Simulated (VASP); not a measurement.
All values below come from PBEsol GGA, VASP's PBE PAW potentials (set 64) (plane waves; VASP).

VASP input:

File POSCAR:
```
Ni
1
    0.0000000000     1.7288140657     1.7288140657
    1.7288140657    -0.0000000000     1.7288140657
    1.7288140657     1.7288140657    -0.0000000000
Ni
1
Direct
  0.0000000000   0.0000000000   0.0000000000
```

### INCAR
```
ALGO=Normal
EDIFF=1E-7
ENCUT=400
GGA=PS
ISIF=2
ISMEAR=-5
ISPIN=2
LASPH=T
LCHARG=T
LMAXMIX=4
LORBIT=11
LREAL=F
LWAVE=F
MAGMOM=0.6
NEDOS=601
NELM=100
PREC=Accurate
SYSTEM=Ni
```

File KPOINTS:
```
Automatic mesh
0
Gamma
20 20 20
0 0 0
```

POTCAR, in this order: Ni (PBE.64 set). Program: vasp_std.

Output of the run:

OSZICAR:
```
       N       E                     dE             d eps       ncg     rms          rms(c)
DAV:   1     0.172667129121E+02    0.17267E+02   -0.41150E+03  9601   0.118E+03
DAV:   2    -0.702896747227E+01   -0.24296E+02   -0.23496E+02  9276   0.151E+02
DAV:   3    -0.734090987102E+01   -0.31194E+00   -0.31164E+00 10551   0.219E+01
DAV:   4    -0.734386201305E+01   -0.29521E-02   -0.29473E-02 10322   0.188E+00
DAV:   5    -0.734393589178E+01   -0.73879E-04   -0.73786E-04 10565   0.258E-01    0.111E+01
DAV:   6    -0.648043765846E+01    0.86350E+00   -0.18409E+01  9654   0.707E+01    0.580E+00
DAV:   7    -0.615923136672E+01    0.32121E+00   -0.28425E+00  9729   0.260E+01    0.204E+00
DAV:   8    -0.614038550627E+01    0.18846E-01   -0.25952E-02 13307   0.188E+00    0.964E-01
DAV:   9    -0.613764482649E+01    0.27407E-02   -0.16376E-03 13611   0.380E-01    0.278E-01
DAV:  10    -0.613696792946E+01    0.67690E-03   -0.41449E-04 13125   0.165E-01    0.456E-02
DAV:  11    -0.613691857267E+01    0.49357E-04   -0.66875E-05 11713   0.973E-02    0.303E-02
DAV:  12    -0.613691721556E+01    0.13571E-05   -0.17800E-06 10990   0.170E-02    0.109E-02
DAV:  13    -0.613691884064E+01   -0.16251E-05   -0.66504E-07 10145   0.102E-02    0.407E-03
DAV:  14    -0.613691899347E+01   -0.15283E-06   -0.38546E-08  4754   0.300E-03    0.713E-04
DAV:  15    -0.613691903083E+01   -0.37352E-07   -0.71413E-09  4700   0.104E-03
   1 F= -.61369190E+01 E0= -.61369190E+01  d E =0.000000E+00  mag=     0.6014
```

**OUTCAR**
```
------------------------ aborting loop because EDIFF is reached ----------------------------------------
  FORCE on cell =-STRESS in cart. coord.  units (eV):
  Direction    XX          YY          ZZ          XY          YZ          ZX
  --------------------------------------------------------------------------------------
  Total        0.0114663      0.0114663      0.0114663      0.0000000      0.0000000      0.0000000
  in kB        1.7776968      1.7776968      1.7776968      0.0000000      0.0000000      0.0000000
  external PRESSURE =       1.7776968 kB  Pullay stress =       0.0000000 kB
  volume of cell :       10.33
      direct lattice vectors                 reciprocal lattice vectors
     0.000000000  1.728814066  1.728814066    -0.289215602  0.289215602  0.289215602
     1.728814066  0.000000000  1.728814066     0.289215602 -0.289215602  0.289215602
     1.728814066  1.728814066  0.000000000     0.289215602  0.289215602 -0.289215602
 POSITION                                       TOTAL-FORCE (eV/Angst)
 -----------------------------------------------------------------------------------
      0.00000      0.00000      0.00000         0.000000      0.000000      0.000000
 -----------------------------------------------------------------------------------
    total drift:                               -0.000000      0.000000      0.000000
  FREE ENERGIE OF THE ION-ELECTRON SYSTEM (eV)
  ---------------------------------------------------
  free  energy   TOTEN  =        -6.1369190308 eV

  energy  without entropy=       -6.1369190308  energy(sigma->0) =       -6.13691903

 total charge

# of ion       s       p       d       tot
------------------------------------------
    1        0.523   0.550   8.334   9.408

 magnetization (x)

# of ion       s       p       d       tot
------------------------------------------
    1       -0.007  -0.025   0.639   0.607
```
(Selected blocks of OUTCAR.)

For a metal the tetrahedron method with Blöchl corrections gives inexact stress and forces.

The compound is Ni in the fcc structure. It was relaxed first, which changed the volume by -5 %.
